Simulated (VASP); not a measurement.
TaAs:

```
CELL_PARAMETERS angstrom
-1.72181 1.72181 5.86794
1.72181 -1.72181 5.86794
1.72181 1.72181 -5.86794
ATOMIC_POSITIONS crystal
Ta 0.49997 0.99997 0.50000
Ta 0.74997 0.74997 0.00000
As 0.08263 0.58263 0.50000
As 0.33263 0.33263 0.00000
```

The cell is a database's computed one.

- Program: VASP 6.6.1
- Task: relaxation of cell and atoms
- Functional: PBE
- Potentials or basis: VASP PAW PBE potentials, release 64 (Ta_pv, As)
- Cutoff: 600 eV
- k mesh: 16 × 16 × 16
- Occupations: methfessel-paxton, width 0.1 eV
- Spin: no spin polarisation

At the start: pressure 2.6 GPa; volume 17.40 Å³/atom.

**Question.** Where does the relaxation end?

**Answer.** Over 5 steps the energy falls by 2.2 meV/atom and the volume is 17.63 Å³/atom (+1.4 %); space group I4_1md (No. 109, to 0.05 Å).

Step by step:
```csv
step,energy change (eV),largest force (eV/Å),pressure (GPa),volume (Å³)
1,0.0000,0.0248,2.59,69.59
2,0.0192,0.0157,-4.50,72.45
3,-0.0083,0.0225,-0.06,70.58
4,-0.0085,0.0153,-0.03,70.56
5,-0.0086,0.0097,-0.01,70.53
```

Final structure:
```xyz
4
Lattice="-1.7331 1.7331 5.8706 1.7331 -1.7331 5.8706 1.7331 1.7331 -5.8706" Properties=species:S:1:pos:R:3 pbc="T T T"
Ta    0.0000    1.7331    0.0018
Ta    0.0000    0.0000    8.8076
As    1.7331    0.0000    0.9680
As    0.0000    0.0000    3.9033
```
